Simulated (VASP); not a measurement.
Data:

```xyz
3
Lattice="0.0000 2.9505 2.9505 2.9505 0.0000 2.9505 2.9505 2.9505 0.0000" Properties=species:S:1:pos:R:3 pbc="T T T"
Pb     0.0000     0.0000     0.0000
F      1.4753     1.4753     1.4753
F      4.4258     4.4258     4.4258
```

Method: SCAN meta-GGA, VASP's PBE PAW potentials (set 64) (plane waves; VASP 6.6.1). Numerical set-up: 520 eV cut-off, 7×7×7 Γ-centred mesh, tetrahedra with Blöchl corrections, potentials Pb_d F.

Unless said otherwise, spin-orbit coupling is left out, though it shifts the bands of the heavy elements here.

Problem. Predict the energy per atom (σ→0), band gap (over mesh and band path) with the smallest direct gap where there is one.

Solution. 
The band gap (over mesh and band path) is 4.80 eV and the smallest direct gap (over mesh and band path) is 4.95 eV. The energy per atom (σ→0) is -30033 meV/atom.

Only differences to runs with the same potentials and settings are physical.

The compound is PbF2 in the fluorite structure, the β form. It was relaxed first.
